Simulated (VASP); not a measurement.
Here is the system:

```xyz
2
Lattice="0.0000 2.7368 2.7368 2.7368 0.0000 2.7368 2.7368 2.7368 0.0000" Properties=species:S:1:pos:R:3 pbc="T T T"
Mg     0.0000     0.0000     0.0000
Se     2.7368     2.7368     2.7368
```

The numbers are results of optB86b-vdW, VASP's PBE PAW potentials (set 64) (plane waves; VASP 6.6.1), not measurements. Numerical set-up: 520 eV cut-off, Gaussian smearing of 0.050 eV, potentials Mg Se.

Problem. Predict the band gap (along the path) with the smallest direct gap where there is one.

Solution. 
The band gap (along the path) comes out as 1.83 eV and the smallest direct gap (along the path) is 2.57 eV.

Only differences to runs with the same potentials and settings are physical.

The compound is MgSe in the rock salt structure. It was relaxed first.
